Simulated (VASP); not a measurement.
Data:

```
Ni3Si
1.0
    3.46350     0.00000     0.00000
    0.00000     3.46350     0.00000
    0.00000     0.00000     3.46350
Si Ni
1 3
Cartesian
  0.00000   0.00000   0.00000
  0.00000   1.73175   1.73175
  1.73175   0.00000   1.73175
  1.73175   1.73175   0.00000
```

Calculation: r2SCAN meta-GGA, VASP's PBE PAW potentials (set 64) (plane waves; VASP). Numerical set-up: 480 eV cut-off, 8×8×8 Γ-centred mesh, first-order Methfessel-Paxton smearing of 0.10 eV, potentials Si Ni.

Stress in GPa, positive for a compressed cell; the cube axes lie along x, y and z, and the ions stay on their sites.

```json
[
 {"strain": "none", "σxx": "0.52", "σyy": "0.52", "σzz": "0.52"},
 {"strain": "εyy = -2.0 %, εzz = -2.0 %", "σxx": "8.52", "σyy": "12.50", "σzz": "12.50"},
 {"strain": "εyy = -0.5 %, εzz = -0.5 %", "σxx": "2.41", "σyy": "3.30", "σzz": "3.30"},
 {"strain": "εxx = -0.5 %, εyy = -0.5 %", "σxx": "3.31", "σyy": "3.31", "σzz": "2.42"},
 {"strain": "εxx = +2.0 %", "σxx": "-6.18", "σyy": "-2.84", "σzz": "-2.84"}
]
```

Question: Fit C11 and C12 to these rows, and predict the stress for εxx = +4.0 %, εyy = +4.0 %, εzz = +4.0 %.

Answer: Least squares on Δσ_i = −C11 ε_i − C12 (ε_j + ε_k) over all components shown gives C11 = 379 GPa and C12 = 196 GPa, and so σxx, σyy, σzz = -30.32, -30.32, -30.32 GPa. The run gave -20.82, -20.82, -20.82 GPa; the difference holds the non-linear terms and numerical noise.

Left out are shears, moved atoms, failed runs and, from the fit, strains over 2.5 %.

The compound is Ni3Si in the L1_2 structure. The run is not spin-polarised, so no magnetic state was tried.
